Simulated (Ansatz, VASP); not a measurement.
Ca2CuS2O2: VASP beside Ansatz

INCAR

```
SYSTEM = Ca2CuS2O2
PREC = Accurate
ENCUT = 520
EDIFF = 1E-7
ISMEAR = -1
SIGMA = 0.05
LREAL = .False.
LASPH = .True.
NELM = 60
ALGO = Normal
ISIF = 2
LWAVE = .False.
LCHARG = .False.
GGA = PE
NBANDS = 36
```

KPOINTS

```
Automatic mesh
0
Gamma
  7 7 4
  0 0 0
```

POSCAR

```
Ca2CuS2O2
1.0
    3.8102966684      0.0000000000      0.0000000000
    0.0000000000      3.8102966684      0.0000000000
    0.0000000000      0.0000000000      7.6407926001
Cu Ca S O
1 2 2 2
Direct
    0.0000000000      0.0000000000      0.5000000000
    0.5000000000      0.5000000000      0.2918880000
    0.5000000000      0.5000000000      0.7081120000
    0.0000000000      0.0000000000      0.1383120000
    0.0000000000      0.0000000000      0.8616880000
    0.5000000000      0.0000000000      0.5000000000
    0.0000000000      0.5000000000      0.5000000000
```

File input.yaml:

```yaml
crystal:
  lattice:
    - [3.8102966684, 0.0, 0.0]
    - [0.0, 3.8102966684, 0.0]
    - [0.0, 0.0, 7.6407926001]
  atoms:
    - { symbol: Cu, position: [0.0, 0.0, 0.5] }
    - { symbol: Ca, position: [0.5, 0.5, 0.291888] }
    - { symbol: Ca, position: [0.5, 0.5, 0.708112] }
    - { symbol: S, position: [0.0, 0.0, 0.138312] }
    - { symbol: S, position: [0.0, 0.0, 0.861688] }
    - { symbol: O, position: [0.5, 0.0, 0.5] }
    - { symbol: O, position: [0.0, 0.5, 0.5] }
hamiltonian:
  xc: pbe
  pseudopotentials: { kind: paw }
kpoints:
  mp_grid: { grid: [7, 7, 4] }
scf:
  occupations: { method: fermi_dirac, width: 0.05 }
output:
  forces: true
  stress: true
  eigenvalues: true
```

Change from the starting cell: volume scaled by 0.96.

Alike in both runs: task single point; functional PBE; k mesh 7 × 7 × 4; occupations fermi-dirac, width 0.05 eV; no spin polarisation.

|  | VASP | Ansatz |
| --- | --- | --- |
| version | VASP 6.6.1 | Ansatz 0.2.0 |
| potentials or method | VASP PAW PBE potentials, release 64 (Cu, Ca_sv, S, O) | Ansatz PAW |
| plane-wave cutoff (eV) | 520 | 420 |
| valence electrons in the cell | 55 | 63 |

Ansatz gave:

- gap on the k mesh at the Fermi level (eV): none
- pressure (GPa): 4.0
- largest component of the traceless stress (GPa): 0.30
- rms of the force components (eV/Å): 0.088

Question: Which values does VASP return?

Answer: gap on the k mesh at the Fermi level (eV): none; pressure (GPa): 4.3; largest component of the traceless stress (GPa): 0.76; rms of the force components (eV/Å): 0.050.

Atom by atom the forces differ by 0.039 eV/Å (rms over components). A gap of «none» marks a metal or a gap that the smearing closes. With one functional, cell and mesh, what is left measures potentials, basis and numerics. The two sets of potentials don't hold the same shells in valence.

Caveats: an odd number of electrons without spin polarisation forces a metal; a magnetic or distorted state may lie lower; the run has no spin polarisation, though such a crystal can be magnetic; semilocal functionals often make such compounds metallic where correlation or magnetic order opens a gap, which also shifts bond lengths.
